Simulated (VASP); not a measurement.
An input for Quantum ESPRESSO's pw.x (written as the equivalent of a VASP run, and not itself run):

```
&CONTROL
  calculation = 'scf'
  pseudo_dir = './pseudo'
  outdir = './out'
  tprnfor = .true.
  tstress = .true.
/
&SYSTEM
  ibrav = 0
  nat = 8
  ntyp = 2
  ecutwfc = 78
  occupations = 'smearing'
  smearing = 'fermi-dirac'
  degauss = 0.00147
  input_dft = 'pbesol'
/
&ELECTRONS
  conv_thr = 7.3e-08
  electron_maxstep = 100
/
ATOMIC_SPECIES
  Sc 44.956 Sc.upf
  Cl 35.450 Cl.upf
CELL_PARAMETERS angstrom
     3.2043600    1.8500380    6.0836900
    -3.2043600    1.8500380    6.0836900
     0.0000000   -3.7000760    6.0836900
ATOMIC_POSITIONS crystal
  Sc   0.3333200  0.3333200  0.3333200
  Sc   0.6666800  0.6666800  0.6666800
  Cl   0.7181500  0.4370200  0.0774500
  Cl   0.2818500  0.5629800  0.9225500
  Cl   0.0774500  0.7181500  0.4370200
  Cl   0.9225500  0.2818500  0.5629800
  Cl   0.4370200  0.0774500  0.7181500
  Cl   0.5629800  0.9225500  0.2818500
K_POINTS automatic
  4 4 4 0 0 0
HUBBARD {ortho-atomic}
U Sc-3d 5
```

### Question
Translate this input to VASP (INCAR, KPOINTS, POSCAR, choice of POTCAR).

### Answer
One answer among several that fit: 
### INCAR
```
EDIFF  =  1E-6
ENCUT  =  300   # plane-wave cut-off (eV)
LCHARG  =  .FALSE.
PREC  =  Accurate
LDAUL  =  2 -1
ISMEAR  =  -1   # Fermi-Dirac
LMAXMIX  =  4   # l cut-off of mixed one-centre charges
LASPH  =  .TRUE.   # aspherical one-centre terms
LDAU  =  .TRUE.
ALGO  =  Normal   # blocked Davidson
LDAUU  =  5.0 0
LWAVE  =  .FALSE.
NELM  =  100
LREAL  =  .FALSE.   # projection in real space or not
SYSTEM  =  ScCl3
SIGMA  =  0.02   # width (eV)
ISIF  =  2
LDAUTYPE  =  2   # Dudarev
LDAUJ  =  0 0
GGA  =  PS
```

**KPOINTS**
```
Regular mesh
0
G
4 4 4
```

POSCAR:
```
ScCl3
1
    3.2043600000     1.8500380000     6.0836900000
   -3.2043600000     1.8500380000     6.0836900000
    0.0000000000    -3.7000760000     6.0836900000
Sc Cl
2 6
Direct
  0.3333200000   0.3333200000   0.3333200000
  0.6666800000   0.6666800000   0.6666800000
  0.7181500000   0.4370200000   0.0774500000
  0.2818500000   0.5629800000   0.9225500000
  0.0774500000   0.7181500000   0.4370200000
  0.9225500000   0.2818500000   0.5629800000
  0.4370200000   0.0774500000   0.7181500000
  0.5629800000   0.9225500000   0.2818500000
```

POTCAR, in this order: Sc_sv Cl (PBE.64 set). Program: vasp_std.

What does not carry over: the potentials are each code's own (VASP's PAW set, PseudoDojo norm-conserving files in pw.x), so ENCUT and ecutwfc are chosen apart and not converted; conv_thr bounds pw.x's estimated SCF error, while EDIFF bounds the energy change between steps; the +U projectors differ (PAW spheres against orthogonalised atomic orbitals), so the same U acts differently.

The structure comes from a computed database's ScCl3 entry (R-3); how it stands against other phases isn't given here. The cell was not relaxed at this level. The run is one of a series of settings (LDAU = .TRUE., LDAUJ = 0 0, LDAUL = 2 -1, LDAUTYPE = 2, LDAUU = 5.0 0 against the base run), some of them coarse on purpose.
